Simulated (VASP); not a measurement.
```xyz
2
Lattice="0.0000 2.3396 2.3396 2.3396 0.0000 2.3396 2.3396 2.3396 0.0000" Properties=species:S:1:pos:R:3 pbc="T T T"
Y      0.0000     0.0000     0.0000
N      2.3396     2.3396     2.3396
```

All values below come from PBE GGA, VASP's PBE PAW potentials (set 64) (plane waves; VASP). Settings: 620 eV cut-off, 13×13×13 Γ-centred mesh, first-order Methfessel-Paxton smearing of 0.10 eV, potentials Y_sv N.

**Question.** Estimate the energy per atom (σ→0), pressure, band gap (on the k-mesh) with the smallest direct gap where there is one.

**Answer.** 
- band gap (on the k-mesh): none (metal, semimetal or under 0.01 eV)
- energy per atom (σ→0): -8954 meV/atom
- pressure: 29.94 GPa

The compound is YN in the rock salt structure. It was relaxed first under an external pressure of 30 GPa.
